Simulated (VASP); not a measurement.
The system is WC (Qusongite).

```
W C
1.0
     2.90650    0.00000    0.00000
    -1.45325    2.51710    0.00000
     0.00000    0.00000    2.83660
W C
1 1
Direct
  0.00000 0.00000 0.00000
  0.66667 0.33333 0.50000
```

| Quantity | Value |
| --- | --- |
| Program | VASP 6.6.1 |
| Task | relaxation of cell and atoms |
| Functional | PBE |
| Potentials or basis | VASP PAW PBE potentials, release 64 (W_sv, C) |
| Cutoff | 600 eV |
| k mesh | 15 × 15 × 13 |
| Occupations | methfessel-paxton, width 0.1 eV |
| Spin | no spin polarisation |

At the start: pressure 6.6 GPa; volume 10.38 Å³/atom.

Q: Where does the relaxation end?

A: Over 6 steps the energy falls by 3.5 meV/atom and the volume is 10.55 Å³/atom (+1.7 %); space group P-6m2 (No. 187, to 0.05 Å).

Step by step:
```csv
step,energy change (eV),largest force (eV/Å),pressure (GPa),volume (Å³)
1,0.0000,0.0000,6.59,20.75
2,0.0421,0.0000,-15.66,22.06
3,-0.0070,0.0000,-0.10,21.10
4,-0.0070,0.0000,0.01,21.10
5,-0.0070,0.0000,0.05,21.10
6,-0.0070,0.0000,0.05,21.10
```

Final structure:
```
CELL_PARAMETERS angstrom
2.92392 0.00000 0.00000
-1.46196 2.53219 0.00000
0.00000 0.00000 2.84957
ATOMIC_POSITIONS crystal
W 0.00000 0.00000 0.00000
C 0.66667 0.33333 0.50000
```
